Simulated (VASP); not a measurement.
# BiAs (Pm-3m) in VASP: a series of runs

The runs below take BiAs through density of states, electric field gradients, with PBE.

All numbers are computed with VASP 6.6.1; they aren't measurements. Logs are shortened: lines on timing, memory, paths and dates and some standing lists are left out, and cuts for length are marked.

### Step 1. The structure

Symmetry: Pm-3m, No. 221, cubic system. Conventional cell: a = 3.694 Å, b = 3.694 Å, c = 3.694 Å, α = 90.00°, β = 90.00°, γ = 90.00°. As (site symmetry m-3m) is surrounded by 8 Bi at 3.20 Å. Bi (site symmetry m-3m) has 8 As at 3.20 Å as nearest neighbours.

The cell comes from a database or a generator and needn't be the stable form of this composition.

### Step 2. Density of states, PBE

The input, POSCAR:

```
BiAs
1.0
    3.6940488986      0.0000000000      0.0000000000
    0.0000000000      3.6940488986      0.0000000000
    0.0000000000      0.0000000000      3.6940488986
As Bi
1 1
Direct
    0.0000000000      0.0000000000      0.0000000000
    0.5000000000      0.5000000000      0.5000000000
```

The input, INCAR.step1:

```
  ALGO = Fast
  EDIFF = 1E-6
  ENCUT = 520
  GGA = PE
  ISIF = 2
  ISMEAR = -1
  LASPH = T
  LCHARG = T
  LREAL = F
  LWAVE = F
  NBANDS = 17
  NELM = 100
  PREC = Accurate
  SIGMA = 0.05
```

The input, KPOINTS.step1:

```
k-points
0
Gamma
  13 13 13
```

The input, INCAR.step2:

```
  ALGO = Fast
  EDIFF = 1E-6
  ENCUT = 520
  GGA = PE
  ICHARG = 11
  ISIF = 2
  ISMEAR = -5
  LASPH = T
  LCHARG = F
  LORBIT = 11
  LREAL = F
  LWAVE = F
  NEDOS = 2001
  NELM = 100
  PREC = Accurate
  SIGMA = 0.05
```

The input, KPOINTS.step2:

```
k-points
0
Gamma
  20 20 20
```

Potentials or basis: VASP PAW PBE potentials, release 64 (As, Bi_d).

The run is started by

```
> cat potpaw_PBE.64/As/POTCAR potpaw_PBE.64/Bi_d/POTCAR > POTCAR
> cp INCAR.step1 INCAR
> cp KPOINTS.step1 KPOINTS
> mpirun -np 1 vasp_std > vasp.out
> cp INCAR.step2 INCAR
> cp KPOINTS.step2 KPOINTS
> mpirun -np 1 vasp_std > vasp.out
```

OUTCAR:

```text
EDIFF = 1E-6
   ENCUT = 520
   GGA = PE
   ICHARG = 11
   ISIF = 2
   ISMEAR = -5
   LASPH = T
   LORBIT = 11
   LREAL = F
   NELM = 100
   PREC = Accurate

 ion  position               nearest neighbor table
   1  0.000  0.000  0.000-   2 3.20   2 3.20   2 3.20   2 3.20   2 3.20   2 3.20   2 3.20   2 3.20

   2  0.500  0.500  0.500-   1 3.20   1 3.20   1 3.20   1 3.20   1 3.20   1 3.20   1 3.20   1 3.20

  LATTYP: Found a simple cubic cell.
 ALAT       =     3.6940488986

  Lattice vectors:

 A1 = (   3.6940488986,   0.0000000000,   0.0000000000)
 A2 = (   0.0000000000,   3.6940488986,   0.0000000000)
 A3 = (   0.0000000000,   0.0000000000,   3.6940488986)

Analysis of symmetry for initial positions (statically):
=====================================================================
 Subroutine PRICEL returns:
 Original cell was already a primitive cell.

 Routine SETGRP: Setting up the symmetry group for a
 simple cubic supercell.

 Subroutine GETGRP returns: Found 48 space group operations
 (whereof 48 operations were pure point group operations)
 out of a pool of 48 trial point group operations.

The static configuration has the point symmetry O_h .

Analysis of symmetry for dynamics (positions and initial velocities):
=====================================================================
 Subroutine PRICEL returns:
 Original cell was already a primitive cell.

 Routine SETGRP: Setting up the symmetry group for a
 simple cubic supercell.

 Subroutine GETGRP returns: Found 48 space group operations
 (whereof 48 operations were pure point group operations)
 out of a pool of 48 trial point group operations.

The dynamic configuration has the point symmetry O_h .

 Subroutine INISYM returns: Found 48 space group operations
 (whereof 48 operations are pure point group operations),
 and found     1 'primitive' translations

----------------------------------------------------------------------------------------

                                     Primitive cell

  volume of cell :      50.4090

  direct lattice vectors                    reciprocal lattice vectors
     3.694048899  0.000000000  0.000000000     0.270705675  0.000000000  0.000000000
     0.000000000  3.694048899  0.000000000     0.000000000  0.270705675  0.000000000
     0.000000000  0.000000000  3.694048899     0.000000000  0.000000000  0.270705675

  length of vectors
     3.694048899  3.694048899  3.694048899     0.270705675  0.270705675  0.270705675

  position of ions in fractional coordinates (direct lattice)
     0.000000000  0.000000000  0.000000000
     0.500000000  0.500000000  0.500000000

  ion indices of the primitive-cell ions
   primitive index   ion index
                 1           1
                 2           2

----------------------------------------------------------------------------------------

 KPOINTS: k-points

Automatic generation of k-mesh.
 Grid dimensions read from file:
 generate k-points for:   20   20   20

 Generating k-lattice:

  Cartesian coordinates                     Fractional coordinates (reciprocal lattice)
     0.013535284  0.000000000  0.000000000     0.050000000  0.000000000  0.000000000
     0.000000000  0.013535284  0.000000000     0.000000000  0.050000000  0.000000000
     0.000000000  0.000000000  0.013535284     0.000000000  0.000000000  0.050000000

  Length of vectors
     0.013535284  0.013535284  0.013535284

  Shift w.r.t. Gamma in fractional coordinates (k-lattice)
     0.000000000  0.000000000  0.000000000

 TETIRR: Found   3982 inequivalent tetrahedra from    48000

 Subroutine IBZKPT returns following result:
 ===========================================

 Found    286 irreducible k-points:

 Following reciprocal coordinates:
            Coordinates               Weight
  0.000000  0.000000  0.000000      1.000000
  0.050000  0.000000  0.000000      6.000000
  0.100000  0.000000  0.000000      6.000000
  0.150000  0.000000  0.000000      6.000000
  0.200000  0.000000  0.000000      6.000000
  0.250000  0.000000  0.000000      6.000000
[... 16 lines left out ...]
  0.150000  0.100000  0.000000     24.000000
  0.200000  0.100000  0.000000     24.000000
 [... further k-points ...]
   k-points           NKPTS =    286   k-points in BZ     NKDIM =    286   number of bands    NBANDS=     14
   number of dos      NEDOS =   2001   number of ions     NIONS =      2
   total plane-waves  NPLWV =  21952
   dimension x,y,z NGX =    28 NGY =   28 NGZ =   28
   dimension x,y,z NGXF=    56 NGYF=   56 NGZF=   56
   ions per type =               1   1
   NGX,Y,Z   is equivalent  to a cutoff of  12.60, 12.60, 12.60 a.u.
   NGXF,Y,Z  is equivalent  to a cutoff of  25.20, 25.20, 25.20 a.u.
 SYSTEM =  unknown system
   PREC   = accura    normal or accurate (medium, high low for compatibility)
   ISTART =      0    job   : 0-new  1-cont  2-samecut
   ICHARG =     11    charge: 1-file 2-atom 10-const
   ISPIN  =      1    spin polarized calculation?
   LNONCOLLINEAR =      F non collinear calculations
   LSORBIT =      F    spin-orbit coupling
   LASPH  =      T    aspherical Exc in radial PAW
   ENCUT  =  520.0 eV  38.22 Ry    6.18 a.u.   6.87  6.87  6.87*2*pi/ulx,y,z
   NELM   =    100;   NELMIN=  2; NELMDL=  0     # of ELM steps
   EDIFF  = 0.1E-05   stopping-criterion for ELM
   LREAL  =      F    real-space projection
   EDIFFG = 0.1E-04   stopping-criterion for IOM
   NSW    =      0    number of steps for IOM
   IBRION =     -1    ionic relax: 0-MD 1-quasi-New 2-CG
   NFREE  =      0    steps in history (QN), initial steepest desc. (CG)
   ISIF   =      2    stress and relaxation
   ISYM   =      2    0-nonsym 1-usesym 2-fastsym
   POTIM  = 0.5000    time-step for ionic-motion
   TEBEG  =    0.0;   TEEND  =   0.0 temperature during run
   PSTRESS=    0.0 pullay stress
   NELECT =      20.0000    total number of electrons
   NUPDOWN=      -1.0000    fix difference up-down
   EMIN   =  10.00;   EMAX   =-10.00  energy-range for DOS
   EFERMI =   0.00;   METHOD = LEGACY
   ISMEAR =    -5;   SIGMA  =   0.05  broadening in eV -4-tet -1-fermi 0-gaus
   EFERMI_NEDOS =   21; number of points for ismear=-14 and -15
   IALGO  =     68    algorithm
   IMIX   =      4    mixing-type and parameters
     AMIX     =   0.40;   BMIX     =  1.00
     AMIX_MAG =   1.60;   BMIX_MAG =  1.00
  volume/ion in A,a.u.               =      25.20       170.09
  Fermi-wavevector in a.u.,A,eV,Ry     =   1.202954  2.273253 19.688953  1.447097
  Thomas-Fermi vector in A             =   2.338721
   LORBIT       =     11    0 simple, 1 ext, 2 COOP (PROOUT), +10 PAW based schemes
   GGA     = PE    functional components
   LHFCALC =     F    Hartree Fock is set to
   AEXX    =    0.0000 exact exchange contribution
   IVDW    =     0    specifies the selected vdW correction
   LEPSILON=     F    determine dielectric tensor
   LRPA    =     F    only Hartree local field effects (RPA)
 non-spin polarized calculation
 RMM-DIIS sequential band-by-band and
 Fermi weights with tetrahedron method with Bloechl corrections
  energy-cutoff  :      520.00
  volume of cell :       50.41
 maximum number of plane-waves:      1379
 NGX is ok and might be reduce to    28

 number of electron      20.0000006 magnetization

 Free energy of the ion-electron system (eV)
  ---------------------------------------------------
  ext. energy  EPLUGINS =         0.00000000
  ---------------------------------------------------
  free energy    TOTEN  =        -8.05617480 eV

  energy without entropy =       -8.05617480  energy(sigma->0) =       -8.05617480

 E-fermi :   7.1509     XC(G=0): -10.4630

 val. band max:        7.2111350895   @ k =   0.3500   0.1000   0.0500
 cond. band min:       7.0225882874   @ k =   0.3500   0.3500   0.3500
 fundamental gap:     -0.1885468021
 Fermi energy:         7.1509355143

 k-point     1 :       0.0000    0.0000    0.0000
  band No.  band energies     occupation
      1     -15.9923      2.00000
      2     -15.9923      2.00000
      3     -15.8985      2.00000
      4     -15.8985      2.00000
      5     -15.8985      2.00000
      6      -6.7557      2.00000
      7      -0.4009      2.00000
      8       5.3045      2.00000
      9       5.3045      2.00000
     10       5.3045      2.00000
     11      11.0660      0.00000
     12      11.0660      0.00000
     13      12.7066      0.00000
     14      12.7066      0.00000

 k-point     2 :       0.0500    0.0000    0.0000
  band No.  band energies     occupation
      1     -15.9922      2.00000
      2     -15.9903      2.00000
      3     -15.8992      2.00000
      4     -15.8992      2.00000
      5     -15.8985      2.00000
      6      -6.7294      2.00000
      7      -0.4568      2.00000
      8       5.2645      2.00000
      9       5.3332      2.00000
     10       5.3332      2.00000
     11      11.0880      0.00000
     12      11.2103      0.00000
     13      12.5514      0.00000
     14      12.6262      0.00000
[... 343 lines left out ...]
      1     -15.9864      2.00000
      2     -15.9724      2.00000
      3     -15.9066      2.00000
      4     -15.9037      2.00000
      5     -15.9005      2.00000
      6      -6.4163      2.00000
      7      -1.0174      2.00000
      8       4.4909      2.00000
      9       5.6718      2.00000
     10       6.0782      2.00000
     11      10.3458      0.00000
     12      11.7294      0.00000
     13      11.8441      0.00000
     14      12.0596      0.00000

 k-point    24 :       0.2000    0.1000    0.0000
  band No.  band energies     occupation
      1     -15.9856      2.00000
      2     -15.9614      2.00000
      3     -15.9104      2.00000
      4     -15.9073      2.00000
      5     -15.9002      2.00000
      6      -6.2350      2.00000
      7      -1.3274      2.00000
      8       4.3553      2.00000
      9       5.8653      2.00000
     10       6.3347      2.01580
     11       9.6181      0.00000
     12      11.4449      0.00000
     13      11.7415      0.00000
     14      12.0535      0.00000

 [... further k-points ...]

------------------------ aborting loop because EDIFF is reached ----------------------------------------

  FORCE on cell =-STRESS in cart. coord.  units (eV):
  Direction    XX          YY          ZZ          XY          YZ          ZX
  --------------------------------------------------------------------------------------
  -------------------------------------------------------------------------------------
  Total       -0.0040353     -0.0040353     -0.0040353      0.0000000      0.0000000      0.0000000
  in kB       -0.1282560     -0.1282560     -0.1282560      0.0000000      0.0000000      0.0000000
  external PRESSURE =      -0.1282560 kB  Pullay stress =       0.0000000 kB

 VOLUME and BASIS-vectors are now :
 -----------------------------------------------------------------------------
  energy-cutoff  :      520.00
  volume of cell :       50.41
      direct lattice vectors                 reciprocal lattice vectors
     3.694048899  0.000000000  0.000000000     0.270705675  0.000000000  0.000000000
     0.000000000  3.694048899  0.000000000     0.000000000  0.270705675  0.000000000
     0.000000000  0.000000000  3.694048899     0.000000000  0.000000000  0.270705675

 POSITION                                       TOTAL-FORCE (eV/Angst)
 -----------------------------------------------------------------------------------
      0.00000      0.00000      0.00000         0.000000      0.000000      0.000000
      1.84702      1.84702      1.84702         0.000000      0.000000      0.000000
 -----------------------------------------------------------------------------------
    total drift:                                0.000000      0.000000      0.000000

  FREE ENERGIE OF THE ION-ELECTRON SYSTEM (eV)
  ---------------------------------------------------
  free  energy   TOTEN  =        -8.0561748041 eV

  energy  without entropy=       -8.0561748041  energy(sigma->0) =       -8.05617480

 total charge

# of ion       s       p       d       tot
------------------------------------------
    1        1.312   1.305   0.026   2.644
    2        1.582   1.152   9.941  12.675
--------------------------------------------------
tot          2.894   2.457   9.967  15.318
```

Run time: 2.7 min. Hardware: 1 thread of Intel Xeon Platinum 8259CL at 2.50GHz (Skylake/Cascade Lake), shared host; peak memory 0.32 GiB.

What came out:

* Valence electrons inside the program's atomic spheres: As 2.64; Bi 12.68

States per cell in windows of 1 eV (zero at the Fermi level; states under -8 eV left out):
| from (eV) | total | Bi2_p | As1_p | As1_s | Bi2_d | As1_d | Bi2_s |
| --- | --- | --- | --- | --- | --- | --- | --- |
| -8.0 | 0.03 | 0.00 | 0.00 | 0.01 | 0.00 | 0.00 | 0.01 |
| -7.0 | 0.00 | 0.00 | 0.00 | 0.00 | 0.00 | 0.00 | 0.00 |
| -6.0 | 0.13 | 0.03 | 0.02 | 0.00 | 0.00 | 0.00 | 0.00 |
| -5.0 | 0.96 | 0.20 | 0.16 | 0.01 | 0.00 | 0.00 | 0.01 |
| -4.0 | 1.32 | 0.26 | 0.23 | 0.03 | 0.01 | 0.00 | 0.04 |
| -3.0 | 1.04 | 0.19 | 0.21 | 0.03 | 0.01 | 0.00 | 0.04 |
| -2.0 | 1.22 | 0.22 | 0.29 | 0.02 | 0.02 | 0.01 | 0.03 |
| -1.0 | 1.34 | 0.21 | 0.37 | 0.02 | 0.02 | 0.01 | 0.03 |
| 0.0 | 1.09 | 0.22 | 0.28 | 0.01 | 0.02 | 0.01 | 0.01 |
| 1.0 | 1.27 | 0.39 | 0.22 | 0.03 | 0.02 | 0.02 | 0.01 |
| 2.0 | 1.55 | 0.50 | 0.32 | 0.02 | 0.02 | 0.02 | 0.01 |
| 3.0 | 1.53 | 0.54 | 0.34 | 0.01 | 0.02 | 0.01 | 0.01 |
| 4.0 | 0.62 | 0.17 | 0.14 | 0.00 | 0.02 | 0.01 | 0.00 |
| 5.0 | 0.30 | 0.03 | 0.02 | 0.00 | 0.02 | 0.02 | 0.00 |
| 6.0 | 0.34 | 0.01 | 0.02 | 0.00 | 0.02 | 0.03 | 0.00 |
| 7.0 | 0.69 | 0.01 | 0.05 | 0.02 | 0.04 | 0.07 | 0.00 |

Caveat: spin-orbit coupling is left out, which moves the levels of the heavy elements; tetrahedron occupations give inexact forces and stress in metals.

(Continued in part 2 of 2.)
